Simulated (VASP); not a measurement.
Data:

```yaml
crystal:
  lattice:
    - [4.80128, 0.00000, 0.00000]
    - [0.00000, 4.80128, 0.00000]
    - [0.00000, 0.00000, 3.18723]
  atoms:
    - { symbol: Zn, position: [0.00000, 0.00000, 0.00000] }
    - { symbol: Zn, position: [0.50000, 0.50000, 0.50000] }
    - { symbol: F, position: [0.30417, 0.30417, 0.00000] }
    - { symbol: F, position: [0.80417, 0.19583, 0.50000] }
    - { symbol: F, position: [0.19583, 0.80417, 0.50000] }
    - { symbol: F, position: [0.69583, 0.69583, 0.00000] }
```

Computed with PBE GGA, VASP's PBE PAW potentials (set 64) (plane waves; VASP). Run with 520 eV cut-off, Gaussian smearing of 0.050 eV, potentials Zn F.

Give the energies of bands 15 to 28 at the high-symmetry points, in eV from the valence-band maximum.

```csv
band,Γ,X,M,Z,R,A
15,-2.85,-2.60,-2.85,-2.74,-2.90,-2.75
16,-2.81,-2.60,-2.85,-2.74,-2.90,-2.75
17,-2.79,-1.98,-2.26,-2.52,-2.76,-2.37
18,-2.44,-1.98,-2.26,-2.52,-2.76,-2.37
19,-1.73,-1.75,-1.82,-1.46,-2.29,-1.20
20,-1.47,-1.75,-1.82,-1.46,-2.29,-1.20
21,-1.21,-1.30,-1.53,-1.23,-1.43,-1.19
22,-1.21,-1.30,-1.53,-1.23,-1.43,-1.19
23,-0.87,-0.55,-1.02,-1.13,-1.11,-1.10
24,-0.24,-0.55,-1.02,-1.13,-1.11,-1.10
25,-0.24,-0.31,-0.26,-1.10,-0.01,-0.73
26,0.00,-0.31,-0.26,-1.10,-0.01,-0.73
27,3.43,5.95,6.78,8.01,8.46,7.85
28,8.99,5.95,6.78,8.01,8.46,7.85
```

The gap is direct, 3.43 eV, from the valence maximum at Γ to the conduction minimum at Γ.

Measured: gap 7.50 eV (computed value off by -4.07 eV), as given by Dominik Kurzydłowski et al., Inorganic Chemistry (2020), arXiv:1912.01850 [midpoint of the printed range].

The compound is ZnF2 in the rutile structure. It was relaxed first, which changed the volume by +6 %.
